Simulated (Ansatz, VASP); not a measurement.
## NaBe2Se2 in VASP and in Ansatz

```
Na Be Se
1.0
     3.67228    0.00000    0.00000
    -1.83614    3.18028    0.00000
     0.00000    0.00000    8.01116
Na Be Se
1 2 2
Direct
  0.33333 0.66667 0.50000
  0.66667 0.33333 0.14639
  0.66667 0.33333 0.85361
  0.00000 0.00000 0.22852
  0.00000 0.00000 0.77148
```

Alike in both runs: functional PBE; k mesh 12 × 12 × 6; occupations gaussian, width 0.1 eV; no spin polarisation.

Ansatz relaxed the structure, and its values are those at the end. VASP's run is a single point on that final structure, the one shown.

```csv
,VASP,Ansatz
version,VASP 6.6.1,Ansatz 0.2.0
potentials or method,"VASP PAW PBE potentials, release 64 (Na_pv, Be, Se)","scalar-relativistic, plane waves, PAW"
plane-wave cutoff (eV),520,420
valence electrons in the cell,23,45
```

Ansatz gave:

```
gap on the k mesh at the Fermi level (eV) : none
pressure (GPa)                            : 0.0
rms of the force components (eV/Å)        : 0.004
```

Q: Estimate VASP's values.

A: gap on the k mesh at the Fermi level (eV): none; pressure (GPa): 0.1; rms of the force components (eV/Å): 0.004.

A gap of «none» marks a metal or a gap that the smearing closes. The two sets of potentials don't hold the same shells in valence.
